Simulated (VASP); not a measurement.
Level of theory: PBE GGA, VASP's PBE PAW potentials (set 64) (plane waves; VASP 6.6.1).

VASP ran on this input.

**POSCAR**
```
Al3Sc
8.214060
  0.4999999771   0.0000000000   0.0000000000
  0.0000000000   0.4999999771   0.0000000000
  0.0000000000   0.0000000000   0.4999999771
Sc Al
1 3
Cart
  0.0000000000   0.0000000000   0.0000000000
  0.0000000000   0.2499999886   0.2499999886
  0.2499999886   0.0000000000   0.2499999886
  0.2499999886   0.2499999886   0.0000000000
```

### INCAR
```
ISMEAR=1   # Methfessel-Paxton
NELM=100
EDIFF=1E-7   # SCF stop (eV)
LMAXMIX=4   # l cut-off of mixed one-centre charges
SIGMA=0.1
SYSTEM=Al3Sc
LWAVE=F
ALGO=Normal   # blocked Davidson
ISIF=2   # forces and stress, cell fixed
GGA=PE   # PBE
PREC=Accurate
LASPH=T   # aspherical one-centre terms
LREAL=F   # projection in real space or not
LCHARG=F
ENCUT=520   # plane-wave cut-off (eV)
```

File KPOINTS:
```
Regular mesh
0
G
 8 8 8
0 0 0
```

POTCAR, in this order: Sc_sv Al (PBE.64 set). Program: vasp_std.

Question: What will the output report for the number of irreducible k-points (NKPTS), largest plane-wave count, number of space-group operations, FFT grid (NGX, NGY, NGZ)?

Answer: 
The number of irreducible k-points (NKPTS) is 35, the largest plane-wave count is 1888 and the number of space-group operations is 48. The FFT grid (NGX, NGY, NGZ) is 32 × 32 × 32.

The compound is Al3Sc in the L1_2 structure. It was relaxed first.
